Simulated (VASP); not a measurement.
# HfZrSe3 (R3m) in VASP: notebook

One crystal, HfZrSe3, is run at these levels: PBE; tasks: relaxation of cell and atoms.

All numbers are computed with VASP 6.6.1; they aren't measurements. Logs are shortened: lines on timing, memory, paths and dates and some standing lists are left out, and cuts for length are marked.

### Step 1. The crystal as given

Symmetry: R3m, No. 160, trigonal system. Conventional cell: a = 3.898 Å, b = 3.898 Å, c = 28.299 Å, α = 90.00°, β = 90.00°, γ = 120.00°. Zr (site symmetry 3m) is surrounded by 6 Se at 2.69 to 2.78 Å. Hf (site symmetry 3m) has 6 Se at 2.67 to 2.75 Å as nearest neighbours. Around Se (site symmetry 3m) lie 3 Hf at 2.67 Å. Se (site symmetry 3m) is surrounded by 3 Hf at 2.75 Å and 3 Zr at 2.78 Å. Se (site symmetry 3m) is surrounded by 3 Zr at 2.69 Å.

The cell was built by a generator and needn't be a form met in nature.

### Step 2. Relaxation of cell and atoms, PBE

File INCAR:

```
SYSTEM = HfZrSe3
PREC     = Accurate       ! precision mode
ENCUT    = 520            ! plane-wave cutoff, eV
EDIFF    = 1E-6           ! SCF threshold, eV
ISMEAR   = 0              ! smearing method
SIGMA    = 0.1            ! smearing width, eV
LREAL    = .FALSE.        ! projectors in reciprocal space
LASPH    = .TRUE.         ! aspherical terms in the spheres
NELM     = 120            ! most SCF steps
ALGO     = Normal         ! electronic algorithm
ISIF     = 3              ! what is computed and relaxed
LWAVE    = .FALSE.        ! write WAVECAR
LCHARG   = .FALSE.        ! write CHGCAR
GGA      = PE             ! functional
IBRION   = 2              ! ionic algorithm
NSW      = 90             ! ionic steps
EDIFFG   = -0.01          ! ionic threshold
KPAR     = 8
```

File KPOINTS:

```
regular mesh
0
G
  10 10 10
  0 0 0
```

File POSCAR:

```
HfZrSe3
1.0
    1.9488339400      1.1251598000      9.4330000000
   -1.9488339400      1.1251598000      9.4330000000
    0.0000000000     -2.2503196000      9.4330000000
Zr Hf Se
1 1 3
Direct
    0.5003357000      0.5003357000      0.5003357000
    0.6134845800      0.6134845800      0.6134845800
    0.9975970900      0.9975970900      0.9975970900
    0.2244602300      0.2244602300      0.2244602300
    0.7812996900      0.7812996900      0.7812996900
```

Potentials or basis: VASP PAW PBE potentials, release 64 (Zr_sv, Hf_pv, Se).

Run with:

```sh
$ cat potpaw_PBE.64/Zr_sv/POTCAR potpaw_PBE.64/Hf_pv/POTCAR potpaw_PBE.64/Se/POTCAR > POTCAR
$ mpirun -np 8 vasp_std > vasp.out
```

OUTCAR:

```text
SYSTEM = HfZrSe3
   PREC = Accurate
   ENCUT = 520
   EDIFF = 1E-6
   ISMEAR = 0
   LREAL = .FALSE.
   LASPH = .TRUE.
   NELM = 120
   ISIF = 3
   GGA = PE
   IBRION = 2
   NSW = 90
   EDIFFG = -0.01

 ion  position               nearest neighbor table
   1  0.500  0.500  0.500-   5 2.69   5 2.69   5 2.69   4 2.78   4 2.78   4 2.78   2 3.20
   2  0.613  0.613  0.613-   3 2.67   3 2.67   3 2.67   4 2.75   4 2.75   4 2.75   1 3.20
   3  0.998  0.998  0.998-   2 2.67   2 2.67   2 2.67
   4  0.224  0.224  0.224-   2 2.75   2 2.75   2 2.75   1 2.78   1 2.78   1 2.78
   5  0.781  0.781  0.781-   1 2.69   1 2.69   1 2.69

  LATTYP: Found a trigonal (rhomboedric) cell.
 ALAT       =     9.6977021660
 COS(alpha) =     0.9192315068

  Lattice vectors:

 A1 = (   1.9488339400,   1.1251598000,   9.4330000000)
 A2 = (  -1.9488339400,   1.1251598000,   9.4330000000)
 A3 = (   0.0000000000,  -2.2503196000,   9.4330000000)

Analysis of symmetry for initial positions (statically):
=====================================================================
 Subroutine PRICEL returns:
 Original cell was already a primitive cell.

 Routine SETGRP: Setting up the symmetry group for a
 trigonal (rhombohedral) supercell.

 Subroutine GETGRP returns: Found  6 space group operations
 (whereof  6 operations were pure point group operations)
 out of a pool of 12 trial point group operations.

The static configuration has the point symmetry C_3v.

Analysis of symmetry for dynamics (positions and initial velocities):
=====================================================================
 Subroutine PRICEL returns:
 Original cell was already a primitive cell.

 Routine SETGRP: Setting up the symmetry group for a
 trigonal (rhombohedral) supercell.

 Subroutine GETGRP returns: Found  6 space group operations
 (whereof  6 operations were pure point group operations)
 out of a pool of 12 trial point group operations.

The dynamic configuration has the point symmetry C_3v.

 Subroutine INISYM returns: Found  6 space group operations
 (whereof  6 operations are pure point group operations),
 and found     1 'primitive' translations

----------------------------------------------------------------------------------------

                                     Primitive cell

  volume of cell :     124.1052

  direct lattice vectors                    reciprocal lattice vectors
     1.948833940  1.125159800  9.433000000     0.256563676  0.148127108  0.035336938
    -1.948833940  1.125159800  9.433000000    -0.256563676  0.148127108  0.035336938
     0.000000000 -2.250319600  9.433000000     0.000000000 -0.296254215  0.035336938

  length of vectors
     9.697702166  9.697702166  9.697702166     0.298354251  0.298354251  0.298354251

  position of ions in fractional coordinates (direct lattice)
     0.500335700  0.500335700  0.500335700
     0.613484580  0.613484580  0.613484580
     0.997597090  0.997597090  0.997597090
     0.224460230  0.224460230  0.224460230
     0.781299690  0.781299690  0.781299690

  ion indices of the primitive-cell ions
   primitive index   ion index
                 1           1
                 2           2
                 3           3
                 4           4
                 5           5

----------------------------------------------------------------------------------------

 KPOINTS: regular mesh

Automatic generation of k-mesh.
 Grid dimensions read from file:
 generate k-points for:   10   10   10

 Generating k-lattice:

  Cartesian coordinates                     Fractional coordinates (reciprocal lattice)
     0.025656368  0.014812711  0.003533694     0.100000000  0.000000000 -0.000000000
    -0.025656368  0.014812711  0.003533694     0.000000000  0.100000000 -0.000000000
     0.000000000 -0.029625422  0.003533694    -0.000000000 -0.000000000  0.100000000

  Length of vectors
     0.029835425  0.029835425  0.029835425

  Shift w.r.t. Gamma in fractional coordinates (k-lattice)
     0.000000000  0.000000000  0.000000000

 Subroutine IBZKPT returns following result:
 ===========================================

 Found    116 irreducible k-points:

 Following reciprocal coordinates:
            Coordinates               Weight
  0.000000  0.000000  0.000000      1.000000
  0.100000  0.000000  0.000000      6.000000
  0.200000  0.000000  0.000000      6.000000
  0.300000  0.000000  0.000000      6.000000
  0.400000  0.000000  0.000000      6.000000
  0.500000  0.000000  0.000000      3.000000
[... 16 lines left out ...]
  0.300000  0.300000  0.000000      6.000000
  0.400000  0.300000  0.000000     12.000000
 [... further k-points ...]
   k-points           NKPTS =    116   k-points in BZ     NKDIM =    116   number of bands    NBANDS=     24
   number of dos      NEDOS =    301   number of ions     NIONS =      5
   total plane-waves  NPLWV = 373248
   dimension x,y,z NGX =    72 NGY =   72 NGZ =   72
   dimension x,y,z NGXF=   144 NGYF=  144 NGZF=  144
   ions per type =               1   1   3
   NGX,Y,Z   is equivalent  to a cutoff of  12.34, 12.34, 12.34 a.u.
   NGXF,Y,Z  is equivalent  to a cutoff of  24.69, 24.69, 24.69 a.u.
 SYSTEM =  HfZrSe3
   PREC   = accura    normal or accurate (medium, high low for compatibility)
   ISTART =      0    job   : 0-new  1-cont  2-samecut
   ICHARG =      2    charge: 1-file 2-atom 10-const
   ISPIN  =      1    spin polarized calculation?
   LNONCOLLINEAR =      F non collinear calculations
   LSORBIT =      F    spin-orbit coupling
   LASPH  =      T    aspherical Exc in radial PAW
   ENCUT  =  520.0 eV  38.22 Ry    6.18 a.u.  18.03 18.03 18.03*2*pi/ulx,y,z
   NELM   =    120;   NELMIN=  2; NELMDL= -5     # of ELM steps
   EDIFF  = 0.1E-05   stopping-criterion for ELM
   LREAL  =      F    real-space projection
   EDIFFG = -.1E-01   stopping-criterion for IOM
   NSW    =     90    number of steps for IOM
   IBRION =      2    ionic relax: 0-MD 1-quasi-New 2-CG
   NFREE  =      1    steps in history (QN), initial steepest desc. (CG)
   ISIF   =      3    stress and relaxation
   ISYM   =      2    0-nonsym 1-usesym 2-fastsym
   POTIM  = 0.5000    time-step for ionic-motion
   TEBEG  =    0.0;   TEEND  =   0.0 temperature during run
   PSTRESS=    0.0 pullay stress
   NELECT =      40.0000    total number of electrons
   NUPDOWN=      -1.0000    fix difference up-down
   EMIN   =  10.00;   EMAX   =-10.00  energy-range for DOS
   EFERMI =   0.00;   METHOD = LEGACY
   ISMEAR =     0;   SIGMA  =   0.10  broadening in eV -4-tet -1-fermi 0-gaus
   EFERMI_NEDOS =   21; number of points for ismear=-14 and -15
   IALGO  =     38    algorithm
   IMIX   =      4    mixing-type and parameters
     AMIX     =   0.40;   BMIX     =  1.00
     AMIX_MAG =   1.60;   BMIX_MAG =  1.00
  volume/ion in A,a.u.               =      24.82       167.50
  Fermi-wavevector in a.u.,A,eV,Ry     =   1.122444  2.121112 17.141723  1.259881
  Thomas-Fermi vector in A             =   2.259104
   LORBIT       =      0    0 simple, 1 ext, 2 COOP (PROOUT), +10 PAW based schemes
   GGA     = PE    functional components
   LHFCALC =     F    Hartree Fock is set to
   AEXX    =    0.0000 exact exchange contribution
   IVDW    =     0    specifies the selected vdW correction
   LEPSILON=     F    determine dielectric tensor
   LRPA    =     F    only Hartree local field effects (RPA)
 conjugate gradient relaxation of ions
 non-spin polarized calculation
 Gauss-broadening in eV      SIGMA  =   0.10
  energy-cutoff  :      520.00
  volume of cell :      124.11
 maximum number of plane-waves:      3377
   NGX = 35   NGY = 35   NGZ = 35

--------------------------------------- Ionic step        1  -------------------------------------------

 number of electron      39.9999999 magnetization

 Free energy of the ion-electron system (eV)
  ---------------------------------------------------
  ext. energy  EPLUGINS =         0.00000000
  ---------------------------------------------------
  free energy    TOTEN  =       -35.17886151 eV

  energy without entropy =      -35.17247183  energy(sigma->0) =      -35.17566667

------------------------ aborting loop because EDIFF is reached ----------------------------------------

  FORCE on cell =-STRESS in cart. coord.  units (eV):
  Direction    XX          YY          ZZ          XY          YZ          ZX
  --------------------------------------------------------------------------------------
  -------------------------------------------------------------------------------------
  Total        0.0477063      0.0477063      0.4627434      0.0000000     -0.0000000      0.0000000
  in kB        0.6158803      0.6158803      5.9739372      0.0000000     -0.0000000      0.0000000
  external PRESSURE =       2.4018993 kB  Pullay stress =       0.0000000 kB
[... 98 lines left out ...]
  FREE ENERGIE OF THE ION-ELECTRON SYSTEM (eV)
  ---------------------------------------------------
  free  energy   TOTEN  =       -35.1811723036 eV

  energy  without entropy=      -35.1747525791  energy(sigma->0) =      -35.17796244

 E-fermi :   4.9208     XC(G=0):  -9.4739

 val. band max:        4.9001198492   @ k =   0.1000   0.1000   0.0000
 cond. band min:       4.9237729633   @ k =   0.2000   0.1000   0.1000
 fundamental gap:      0.0236531140
 Fermi energy:         4.9207590939

 k-point     1 :       0.0000    0.0000    0.0000
  band No.  band energies     occupation
      1     -45.0493      2.00000
      2     -27.1158      2.00000
      3     -27.1158      2.00000
      4     -26.9675      2.00000
      5     -23.1026      2.00000
      6     -23.1026      2.00000
[... 637 lines left out ...]
     23       6.1678      0.00000
     24       6.4892      0.00000

 [... further k-points ...]

[... ionic steps 4 to 19 ...]

--------------------------------------- Ionic step       20  -------------------------------------------

 number of electron      40.0000002 magnetization

------------------------ aborting loop because EDIFF is reached ----------------------------------------
[... 73 lines left out ...]
--------------------------------------- Ionic step       22  -------------------------------------------

 number of electron      40.0000001 magnetization

 Free energy of the ion-electron system (eV)
  ---------------------------------------------------
  ext. energy  EPLUGINS =         0.00000000
  ---------------------------------------------------
  free energy    TOTEN  =       -35.19083785 eV

  energy without entropy =      -35.18423508  energy(sigma->0) =      -35.18753646

 E-fermi :   4.8271     XC(G=0):  -9.3993

 val. band max:        4.8080491849   @ k =   0.1000   0.1000   0.0000
 cond. band min:       4.8293449556   @ k =   0.2000   0.1000   0.1000
 fundamental gap:      0.0212957707
 Fermi energy:         4.8271453498

 k-point     1 :       0.0000    0.0000    0.0000
  band No.  band energies     occupation
      1     -45.1422      2.00000
      2     -27.2180      2.00000
      3     -27.2180      2.00000
      4     -27.0722      2.00000
      5     -23.1953      2.00000
      6     -23.1953      2.00000
[... 637 lines left out ...]
     23       6.0767      0.00000
     24       6.3954      0.00000

 [... further k-points ...]

------------------------ aborting loop because EDIFF is reached ----------------------------------------

  FORCE on cell =-STRESS in cart. coord.  units (eV):
  Direction    XX          YY          ZZ          XY          YZ          ZX
  --------------------------------------------------------------------------------------
  -------------------------------------------------------------------------------------
  Total       -0.0327922     -0.0327922     -0.0047860      0.0000000      0.0000000      0.0000000
  in kB       -0.4060347     -0.4060347     -0.0592605      0.0000000      0.0000000      0.0000000
  external PRESSURE =      -0.2904433 kB  Pullay stress =       0.0000000 kB
[... 20 lines left out ...]
  FREE ENERGIE OF THE ION-ELECTRON SYSTEM (eV)
  ---------------------------------------------------
  free  energy   TOTEN  =       -35.1908378515 eV

  energy  without entropy=      -35.1842350752  energy(sigma->0) =      -35.18753646

 reached required accuracy - stopping structural energy minimisation
```

It took 41 min on 8 MPI ranks of AMD EPYC 9R45 (Zen 5), shared host; peak memory 1.1 GiB.

Results:

```yaml
Free_energy: -35.1908 eV
Relaxed_volume: 25.88 Å³/atom
Relaxed_cell: a = 10.139 Å, b = 10.139 Å, c = 10.139 Å, α = 22.10°, β = 22.10°, γ = 22.10°
Space_group_after_relaxing_to_0.05_Å: R3m (No. 160)
Energy_gained_by_relaxing: 2.4 meV/atom
Ionic_steps: 22
Pressure_after_relaxing: 0.0 GPa
Largest_force_after_relaxing: 0.006 eV/Å
Band_gap_on_the_k_mesh: none (metal or under the smearing width)
```

Forces in eV/Å, atoms in the order of the input:
```
Zr   0.000  0.000 -0.001
Hf   0.000  0.000 -0.001
Se   0.000  0.000 -0.005
Se   0.000  0.000  0.000
Se   0.000  0.000  0.006
```

The path:
```csv
step,energy change (eV),largest force (eV/Å),pressure (GPa),volume (Å³)
1,0.0000,0.1725,0.24,124.11
2,-0.0023,0.0769,-0.33,124.77
3,-0.0023,0.0578,-0.26,124.69
4,-0.0037,0.0578,0.04,124.26
5,-0.0038,0.0606,0.12,124.14
6,-0.0046,0.0575,0.08,124.30
7,-0.0049,0.0535,0.04,124.50
8,-0.0056,0.0503,0.01,124.74
9,-0.0073,0.0638,-0.07,125.47
10,-0.0092,0.0948,-0.23,126.95
11,-0.0081,0.2091,-0.48,129.91
12,-0.0095,0.1137,-0.31,127.90
13,-0.0098,0.1080,-0.25,127.94
14,-0.0105,0.0908,-0.11,128.06
15,-0.0110,0.0618,0.19,128.29
16,-0.0113,0.0499,0.15,128.49
17,-0.0117,0.0229,0.05,129.04
18,-0.0118,0.0360,0.04,129.16
19,-0.0118,0.0417,0.03,129.22
20,-0.0118,0.0315,-0.02,129.32
21,-0.0119,0.0164,-0.10,129.47
22,-0.0120,0.0065,-0.03,129.40
```

Final structure:
```
Zr Hf Se
1.0
     1.94364    1.12216    9.88773
    -1.94364    1.12216    9.88773
     0.00000   -2.24432    9.88773
Zr Hf Se
1 1 3
Direct
  0.50295 0.50295 0.50295
  0.61087 0.61087 0.61087
  0.99337 0.99337 0.99337
  0.22444 0.22444 0.22444
  0.78555 0.78555 0.78555
```

(Part 1 of 2 ends here.)
